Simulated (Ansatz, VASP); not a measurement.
**Code comparison for Ba₂HfO₄ (I4/mmm, 7 atoms in the cell)**

Self-consistent single point.

```
Ba2HfO4
1.0
   -2.08030     2.08030     6.77790
    2.08030    -2.08030     6.77790
    2.08030     2.08030    -6.77790
Ba Hf O
2 1 4
Direct
  0.35256   0.35256   0.00000
  0.64744   0.64744   0.00000
  0.00000   0.00000   0.00000
  0.50000   0.00000   0.50000
  0.00000   0.50000   0.50000
  0.15461   0.15461   0.00000
  0.84539   0.84539   0.00000
```

Shared settings, as Ansatz (a quantum-chemistry and plane-wave program) writes them: kpoints.mp_grid.grid = 6 6 6; scf.occupations.method = fixed. Potentials and cutoffs stand in the table.

```tsv
code	model	pressure (GPa)	largest force (eV/Å)	gap on the mesh (eV)	cutoff
Ansatz	PBEsol+U, PAW files made with PBE	-0.03	0.675	3.357	default
VASP	PBEsol+U, VASP's PBE PAW potentials (set 64)	-0.51	0.803	3.340	400 eV
```

Size of the force on each atom (eV/Å): Sizes of forces hide their directions.

```tsv
code	Ba1	Ba2	Hf3	O4	O5	O6	O7
Ansatz	0.117	0.117	0.000	0.000	0.000	0.675	0.675
VASP	0.079	0.079	0.000	0.000	0.000	0.803	0.803
```

Hubbard term: [{species: Hf, l: d, u_eff: 6.0}] eV.

Gaps are read on the mesh.

On Ansatz's run: spin-orbit coupling is off. Spin polarisation is off. The U value is a test value, and with U on an open shell several self-consistent states can exist.

The spread over the programs that give each value: pressure within 0.48 GPa; largest force within 0.128 eV/Å; gap on the mesh within 0.017 eV.

Ansatz's pressure is given at a fixed set of plane waves, as the other plane-wave codes print theirs; with its correction for the finite basis it is 0.29 GPa (the shift of 0.32 GPa shows how far the cutoff is from converged). The same U acts on different projectors in each program, which moves gaps, moments and pressures.

VASP's run is marked for a possible Pulay error in its stress at this cutoff; no cutoff test was made.

VASP ran the fixed occupations as a Gaussian smearing of 0.01 eV.

The starting cell comes from a database of computed structures (which also holds hypothetical and non-ambient phases and stackings), without a prior relaxation at this level.

Keys are those of Ansatz 0.2.
